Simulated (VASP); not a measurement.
An input for Ansatz (written as the equivalent of a VASP run, and not itself run):

Ansatz 0.2 input:
```yaml
crystal:
  lattice:
    - [2.2167615, 1.2798483, 7.2668895]
    - [-2.2167615, 1.2798483, 7.2668895]
    - [0.0000000, -2.5596956, 7.2668895]
  atoms:
    - { symbol: Zn, position: [0.5007730, 0.5007730, 0.5007730] }
    - { symbol: Cd, position: [0.9984621, 0.9984621, 0.9984621] }
    - { symbol: Te, position: [0.8702495, 0.8702495, 0.8702495] }
    - { symbol: Te, position: [0.3805014, 0.3805014, 0.3805014] }
kpoints:
  mp_grid: { grid: [7, 7, 7] }
hamiltonian:
  xc: pbesol
  pseudopotentials: { kind: paw }
scf:
  occupations: { method: tetrahedron }
  max_iter: 100
output: { forces: true, stress: true, eigenvalues: true }
```

**Question.** Translate this input to VASP (INCAR, KPOINTS, POSCAR, choice of POTCAR).

**Answer.** This is not unique; one that fits is 
**KPOINTS**
```
Automatic mesh
0
Gamma
7 7 7
0 0 0
```

File POSCAR:
```
ZnCdTe2
7.266890
  0.3050495478   0.1761204971   0.9999999347
 -0.3050495478   0.1761204971   0.9999999347
  0.0000000000  -0.3522408620   0.9999999351
Zn Cd Te
1 1 2
direct
  0.5007729667   0.5007729667   0.5007729667
  0.9984620921   0.9984620921   0.9984620921
  0.8702495445   0.8702495445   0.8702495445
  0.3805013967   0.3805013967   0.3805013967
```

### INCAR
```
# general
SYSTEM  = ZnCdTe2
PREC    = Accurate
ENCUT   = 400
LREAL   = F
LASPH   = T

# electronic loop
EDIFF   = 1E-7
NELM    = 100
ALGO    = Normal
LMAXMIX = 4

# smearing
ISMEAR  = -5

# functional
GGA     = PS

# ions
ISIF    = 2

# output
LWAVE   = F
LCHARG  = T
LORBIT  = 11
NEDOS   = 601

# other
LEFG    = T
```

POTCAR, in this order: Zn Cd Te (PBE.64 set). Program: vasp_std.

The two are equivalent in intent, not identical: each code has its own PAW files, so the cut-off isn't converted (ENCUT is set for VASP's; basis.ecutwfc is left out, and Ansatz then takes the one that its files recommend); Ansatz stops its SCF on the density residual and VASP on the energy change (EDIFF); the field gradients of LEFG aren't asked of the other code.

The structure comes from a computed database's ZnCdTe2 entry (R3m); how it stands against other phases isn't given here. It was relaxed first, which changed the volume by -6 %.
